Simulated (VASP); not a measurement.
C2BrH5: single point with BLYP+D3(BJ)

Molecule: C2BrH5, in a box.

```
C Br H
1.0
    13.00000    0.00000    0.00000
     0.00000   12.00000    0.00000
     0.00000    0.00000   12.00000
C Br H
2 1 5
Direct
  0.44537 0.55305 0.47915
  0.49707 0.45061 0.52509
  0.63180 0.48526 0.58758
  0.37020 0.53024 0.44494
  0.49090 0.59057 0.41265
  0.43354 0.61548 0.54396
  0.51136 0.38802 0.46134
  0.45384 0.41299 0.59301
```

```json
{
  "Program": "VASP 6.6.1",
  "Task": "single point",
  "Functional": "BLYP",
  "Dispersion": "D3(BJ)",
  "Potentials or basis": "VASP PAW PBE potentials, release 64 (C, Br, H)",
  "Cutoff": "520 eV",
  "k mesh": "1 × 1 × 1",
  "Occupations": "gaussian, width 0.01 eV",
  "Spin": "no spin polarisation",
  "Further INCAR settings": "ALGO = Fast; EDIFF = 1e-06; NBANDS = 20"
}
```

The largest force is 0.823 eV/Å, the gap between the frontier levels is 5.37 eV and the dispersion energy per atom is -0.038 eV.

Forces in eV/Å, atoms in the order of the input:
```
C   -0.137  0.219 -0.107
C   -0.430 -0.370 -0.135
Br   0.742  0.146  0.324
H   -0.143 -0.022 -0.063
H    0.062  0.071 -0.109
H   -0.033  0.108  0.089
H    0.009 -0.092 -0.082
H   -0.070 -0.060  0.083
```

Levels at points of the mesh, in eV from the valence-band top:
```tsv
k point	band 8	band 9	band 10	band 11	band 12	band 13
(0.00, 0.00, 0.00)	-2.16	-0.04	0.00	5.37	5.78	6.61
```

It took 3.7 min on 1 thread of Intel(R) Xeon(R) 6975P-C (Granite Rapids), with other jobs on the host, peak memory 1.4 GiB.

Caveat: the PAW data sets were made with another functional, which shifts forces and pressure a little. BLYP gaps usually lie below the measured ones, often by a third to a half.
